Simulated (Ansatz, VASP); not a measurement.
**Cross-check of NbRu3C between VASP and Ansatz**

Aim: how closely do two programs agree when they are given the same cell, functional and k mesh? The cell is taken from a series of runs on this material, whose earlier steps may have relaxed, scaled, displaced or heated it; both programs get it as it stands.

Program: Ansatz 0.2.0. Level of theory: plane waves, with VASP 6.6.1 beside it; relaxation of cell and atoms at PBEsol. Results are calculated unless marked as measured.

### 1. The starting structure

It takes space group Pm-3m (No. 221, cubic). Conventional cell: a = 4.010 Å, b = 4.010 Å, c = 4.010 Å, α = 90.00°, β = 90.00°, γ = 90.00°. Nearest to Nb lie 12 Ru at 2.84 Å. Nearest to Ru lie 2 C at 2.00 Å and 4 Nb at 2.84 Å and 8 Ru at 2.84 Å. Nearest to C lie 6 Ru at 2.00 Å. Farther neighbours are not listed.

Coordinates:

```cif
data_structure
_symmetry_space_group_name_H-M 'Pm-3m'
_symmetry_Int_Tables_number 221
_cell_length_a 4.0097
_cell_length_b 4.0097
_cell_length_c 4.0097
_cell_angle_alpha 90.000
_cell_angle_beta 90.000
_cell_angle_gamma 90.000
_cell_volume 64.46
loop_
_atom_site_label
_atom_site_type_symbol
_atom_site_symmetry_multiplicity
_atom_site_Wyckoff_symbol
_atom_site_fract_x
_atom_site_fract_y
_atom_site_fract_z
_atom_site_occupancy
Nb1 Nb 1 a 0.00000 0.00000 0.00000 1
Ru1 Ru 3 c 0.00000 0.50000 0.50000 1
C1 C 1 b 0.50000 0.50000 0.50000 1
```

### 2. VASP: relaxation of cell and atoms, PBEsol, pair 1

The relaxed volume is the usual yardstick between codes: in a stiff, nearly cubic crystal its relative difference is about their pressure difference at one cell divided by the bulk modulus.

Lines of VASP's logs that name or quote its potential files are left out, and so is its time.

INCAR reads:

```
SYSTEM = NbRu3C
PREC = Accurate
ENCUT = 600
EDIFF = 1E-07
NELM = 120
ISMEAR = 0
SIGMA = 0.1
LREAL = .FALSE.
ALGO = Normal
GGA = PS
NBANDS = 36
LASPH = .TRUE.
LORBIT = 11
LWAVE = .FALSE.
LCHARG = .FALSE.
ISIF = 3
IBRION = 2
NSW = 80
EDIFFG = -0.005
GGA_COMPAT = .FALSE.
NELMIN = 4
KPAR = 2
```

POSCAR reads:

```
NbRu3C
1.0
    4.0096540000      0.0000000000      0.0000000000
    0.0000000000      4.0096540000      0.0000000000
    0.0000000000      0.0000000000      4.0096540000
Nb Ru C
1 3 1
Direct
    0.0000000000      0.0000000000      0.0000000000
    0.0000000000      0.5000000000      0.5000000000
    0.5000000000      0.0000000000      0.5000000000
    0.5000000000      0.5000000000      0.0000000000
    0.5000000000      0.5000000000      0.5000000000
```

KPOINTS reads:

```
Automatic mesh
0
Gamma
10 10 10
0 0 0
```

PAW data sets: Nb_sv, Ru_pv and C (PBE family, release 64).

Launch:

```console
$ mpirun -np 2 vasp_std
```

Numbers of over 12 decimals in the logs are rounded to 6 here.

What it wrote:

```text
[banner, memory and clock lines left out]
running    2 mpi-ranks, on    1 nodes
 distrk:  each k-point on    1 cores,    2 groups
 distr:  one band on    1 cores,    1 groups

 POSCAR found type information on POSCAR NbRuC
 POSCAR found :  3 types and       5 ions
|                                                                             |
|               ----> ADVICE to this user running VASP <----                  |
|                                                                             |
|     You enforced a specific xc type in the INCAR file but a different       |
|     [... a line on the potential file left out ...]
|     I HOPE YOU KNOW WHAT YOU ARE DOING!                                     |
|                                                                             |

 LDA part: xc-table for (Slater+PW92), standard interpolation
 POSCAR, INCAR and KPOINTS ok, starting setup
 FFT: planning ... GRIDC
 FFT: planning ... GRID_SOFT
 FFT: planning ... GRID
 WAVECAR not read
 entering main loop
       N       E                     dE             d eps       ncg     rms          rms(c)
DAV:   1     0.784138271719E+03    0.78414E+03   -0.37550E+04  4032   0.196E+03
DAV:   2    -0.133051778138E+02   -0.79744E+03   -0.78203E+03  4252   0.631E+02
DAV:   3    -0.541841945697E+02   -0.40879E+02   -0.39337E+02  6412   0.130E+02
DAV:   4    -0.563308650747E+02   -0.21467E+01   -0.20807E+01  5460   0.235E+01
DAV:   5    -0.564169254839E+02   -0.86060E-01   -0.84945E-01  6228   0.492E+00    0.362E+01
DAV:   6    -0.517317950025E+02    0.46851E+01   -0.24940E+01  5328   0.284E+01    0.863E+00
DAV:   7    -0.515975472757E+02    0.13425E+00   -0.33156E+00  6656   0.929E+00    0.728E+00
DAV:   8    -0.514843637403E+02    0.11318E+00   -0.17106E+00  5632   0.590E+00    0.456E+00
DAV:   9    -0.514229916328E+02    0.61372E-01   -0.30420E-01  5768   0.267E+00    0.157E+00
DAV:  10    -0.514197343074E+02    0.32573E-02   -0.36345E-02  5552   0.957E-01    0.371E-01
DAV:  11    -0.514192632414E+02    0.47107E-03   -0.69938E-03  5580   0.599E-01    0.521E-02
DAV:  12    -0.514192539228E+02    0.93186E-05   -0.50659E-04  5964   0.139E-01    0.400E-02
DAV:  13    -0.514192550778E+02   -0.11550E-05   -0.30639E-05  5620   0.320E-02    0.919E-03
DAV:  14    -0.514192548745E+02    0.20330E-06   -0.23828E-06  6172   0.105E-02    0.335E-03
DAV:  15    -0.514192549648E+02   -0.90313E-07   -0.18062E-07  3356   0.244E-03
   1 F= -.51419255E+02 E0= -.51409730E+02  d E =-.514193E+02
 curvature:   0.00 expect dE= 0.000E+00 dE for cont linesearch  0.000E+00
 trial: gam= 0.00000 g(F)=  0.000E+00 g(S)=  0.369E-03 ort = 0.000E+00 (trialstep = 0.100E+01)
 search vector abs. value=  0.369E-03
 bond charge predicted
       N       E                     dE             d eps       ncg     rms          rms(c)
DAV:   1    -0.514299299582E+02   -0.10675E-01   -0.22365E-01  4092   0.417E+00    0.100E+00
DAV:   2    -0.514388464791E+02   -0.89165E-02   -0.19565E-01  5456   0.226E+00    0.107E+00
DAV:   3    -0.514193305945E+02    0.19516E-01   -0.92412E-02  5800   0.138E+00    0.192E-01
DAV:   4    -0.514188351429E+02    0.49545E-03   -0.47849E-03  5260   0.356E-01    0.556E-02
DAV:   5    -0.514188925549E+02   -0.57412E-04   -0.37837E-04  7160   0.954E-02    0.469E-02
DAV:   6    -0.514189258020E+02   -0.33247E-04   -0.26855E-05  6356   0.231E-02    0.266E-02
DAV:   7    -0.514189491462E+02   -0.23344E-04   -0.32240E-05  6732   0.249E-02    0.472E-03
DAV:   8    -0.514189496384E+02   -0.49220E-06   -0.13372E-06  5852   0.679E-03    0.247E-03
DAV:   9    -0.514189496926E+02   -0.54250E-07   -0.66993E-08  2524   0.163E-03
   2 F= -.51418950E+02 E0= -.51409456E+02  d E =0.305272E-03
 trial-energy change:    0.000305  1 .order    0.000303   -0.000369    0.000975
 step:   0.2726(harm=  0.2744)  dis= 0.00000  next Energy=   -51.419305 (dE=-0.502E-04)
 bond charge predicted
       N       E                     dE             d eps       ncg     rms          rms(c)
DAV:   1    -0.514251393324E+02   -0.61897E-02   -0.11827E-01  4080   0.304E+00    0.718E-01
DAV:   2    -0.514304289329E+02   -0.52896E-02   -0.10962E-01  5464   0.165E+00    0.810E-01
DAV:   3    -0.514195288986E+02    0.10900E-01   -0.55095E-02  5788   0.104E+00    0.140E-01
DAV:   4    -0.514192653090E+02    0.26359E-03   -0.25637E-03  5152   0.261E-01    0.402E-02
DAV:   5    -0.514192899409E+02   -0.24632E-04   -0.21673E-04  7116   0.681E-02    0.324E-02
DAV:   6    -0.514193003439E+02   -0.10403E-04   -0.13426E-05  6540   0.161E-02    0.194E-02
DAV:   7    -0.514193043431E+02   -0.39992E-05   -0.17556E-05  6672   0.183E-02    0.321E-03
DAV:   8    -0.514193042699E+02    0.73136E-07   -0.76382E-07  5692   0.546E-03
   3 F= -.51419304E+02 E0= -.51409788E+02  d E =-.493052E-04
 curvature:  -0.14 expect dE=-0.421E-07 dE for cont linesearch -0.421E-07
 trial: gam= 0.00000 g(F)=  0.809E-63 g(S)=  0.307E-06 ort =-0.106E-04 (trialstep = 0.855E+00)
 search vector abs. value=  0.307E-06
 reached required accuracy - stopping structural energy minimisation
```

OUTCAR, selected parts (step 2):

```text
ion  position               nearest neighbor table
   1  0.000  0.000  0.000-   2 2.84   3 2.84   4 2.84   2 2.84   3 2.84   2 2.84   4 2.84   2 2.84
                             3 2.84   4 2.84   3 2.84   4 2.84
   2  0.000  0.500  0.500-   5 2.00   5 2.00   4 2.84   1 2.84   1 2.84   4 2.84   1 2.84   3 2.84
                             1 2.84   3 2.84   4 2.84   3 2.84   4 2.84   3 2.84
   3  0.500  0.000  0.500-   5 2.00   5 2.00   4 2.84   1 2.84   1 2.84   4 2.84   2 2.84   4 2.84
                             2 2.84   4 2.84   1 2.84   2 2.84   1 2.84   2 2.84
   4  0.500  0.500  0.000-   5 2.00   5 2.00   3 2.84   1 2.84   2 2.84   3 2.84   2 2.84   1 2.84
                             3 2.84   3 2.84   1 2.84   2 2.84   2 2.84   1 2.84
   5  0.500  0.500  0.500-   2 2.00   3 2.00   4 2.00   4 2.00   3 2.00   2 2.00

  LATTYP: Found a simple cubic cell.
 ALAT       =     4.0096540000

 Subroutine GETGRP returns: Found 48 space group operations
 (whereof 48 operations were pure point group operations)

The static configuration has the point symmetry O_h .

 Found     56 irreducible k-points:

   k-points           NKPTS =     56   k-points in BZ     NKDIM =     56   number of bands    NBANDS=     36

   dimension x,y,z NGX =    32 NGY =   32 NGZ =   32
   dimension x,y,z NGXF=    64 NGYF=   64 NGZF=   64

   ENCUT  =  600.0 eV  44.10 Ry    6.64 a.u.   8.01  8.01  8.01*2*pi/ulx,y,z

   NELECT =      59.0000    total number of electrons

 k-points in reciprocal lattice and weights: Automatic mesh
   0.00000000  0.00000000  0.00000000       0.001
   0.10000000  0.00000000  0.00000000       0.006
   0.20000000  0.00000000  0.00000000       0.006
   0.30000000  0.00000000  0.00000000       0.006
   0.40000000  0.00000000  0.00000000       0.006
   0.50000000  0.00000000  0.00000000       0.003
   0.10000000  0.10000000  0.00000000       0.012
   0.20000000  0.10000000  0.00000000       0.024
   0.30000000  0.10000000  0.00000000       0.024
[...]
0.50000000  0.50000000  0.40000000       0.006
   0.50000000  0.50000000  0.50000000       0.001

 average (electrostatic) potential at core
       1 -76.9221       2 -67.4330       3 -67.4330       4 -67.4330       5 -43.8998

 E-fermi :  12.7187

 k-point     1 :       0.0000    0.0000    0.0000
  band No.  band energies     occupation
    ...
     24       9.9838      2.00000
     25       9.9838      2.00000
     26       9.9838      2.00000
     27      11.2422      2.00000
     28      11.2422      2.00000
     29      13.3846      0.00000
     30      13.4209      0.00000
     31      13.4209      0.00000
     32      13.4209      0.00000
     33      14.6614      0.00000
    ...

 k-point     2 :       0.1000    0.0000    0.0000
  band No.  band energies     occupation
    ...
     24       9.8920      2.00000
     25      10.1037      2.00000
     26      10.1037      2.00000
     27      11.2549      2.00000
     28      11.5586      2.00000
     29      13.2735      0.00000
     30      13.4212      0.00000
     31      13.4348      0.00000
     32      13.4348      0.00000
     33      14.5921      0.00000
    ...

 k-point     3 :       0.2000    0.0000    0.0000
  band No.  band energies     occupation
    ...
     24       9.6391      2.00000
     25      10.3564      2.00000
     26      10.3564      2.00000
     27      11.2837      2.00000
     28      11.6964      2.00000
     29      12.9423      0.00157
     30      13.4221      0.00000
     31      13.4794      0.00000
     32      13.4794      0.00000
     33      14.4139      0.00000
    ...

  Total        0.0032560      0.0032560      0.0032560      0.0000000     -0.0000000      0.0000000
  in kB        0.0809953      0.0809953      0.0809953      0.0000000     -0.0000000      0.0000000
  external PRESSURE =       0.0809953 kB  Pullay stress =       0.0000000 kB

  energy-cutoff  :      600.00
  volume of cell :       64.41
      direct lattice vectors                 reciprocal lattice vectors
     4.008463467 -0.000000000  0.000000000     0.249472150  0.000000000  0.000000000
    -0.000000000  4.008463467  0.000000000     0.000000000  0.249472150  0.000000000
    -0.000000000 -0.000000000  4.008463467    -0.000000000 -0.000000000  0.249472150

 POSITION                                       TOTAL-FORCE (eV/Angst)
 -----------------------------------------------------------------------------------
      0.00000      0.00000      0.00000        -0.000000     -0.000000      0.000000
     -0.00000      2.00423      2.00423         0.000000     -0.000000      0.000000
      2.00423     -0.00000      2.00423        -0.000000      0.000000      0.000000
      2.00423      2.00423      0.00000        -0.000000     -0.000000      0.000000
      2.00423      2.00423      2.00423         0.000000     -0.000000      0.000000
 -----------------------------------------------------------------------------------
    total drift:                                0.000000     -0.000000     -0.000000

  FREE ENERGIE OF THE ION-ELECTRON SYSTEM (eV)
  ---------------------------------------------------
  free  energy   TOTEN  =       -51.4193042699 eV

  energy  without entropy=      -51.4002715118  energy(sigma->0) =      -51.40978789

 reached required accuracy - stopping structural energy minimisation

 total charge
# of ion       s       p       d       tot
------------------------------------------
    1        2.205   6.024   2.253  10.482
    2        0.375   6.342   6.103  12.821
    3        0.375   6.342   6.103  12.821
    4        0.375   6.342   6.103  12.821
    5        0.890   1.564   0.000   2.454
--------------------------------------------------
tot          4.220  26.615  20.562  51.398

[... 3 further parts left out ...]
```

CONTCAR:

```
NbRu3C
   1.00000000000000
     4.0084634668874752   -0.0000000000000000    0.0000000000000000
    -0.0000000000000000    4.0084634668874752    0.0000000000000000
    -0.0000000000000000   -0.0000000000000000    4.0084634668874752
  Nb              Ru              C
     1     3     1
Direct
     0.0000000000000000    0.0000000000000000    0.0000000000000000
     0.0000000000000000    0.5000000000000000    0.5000000000000000
     0.5000000000000000    0.0000000000000000    0.5000000000000000
     0.5000000000000000    0.5000000000000000    0.0000000000000000
     0.5000000000000000    0.5000000000000000    0.5000000000000000
```

This run has no spin polarisation. Its electron count is odd, so without a moment it is a metal by construction.

(Continued in part 2 of 2.)

[Lines on the potential files, build, host, timing and source positions are cut from VASP's logs without a mark.]

[Logs are printed without paths, hosts, clocks, repeated set-up lines and the standing remarks that a program may print on its own settings, such as how far it seeks lower states.]

[Hosts, paths, dates, database ids (printed as entryN), source tags and the programs' standing remarks are cut or masked in the printed files.]
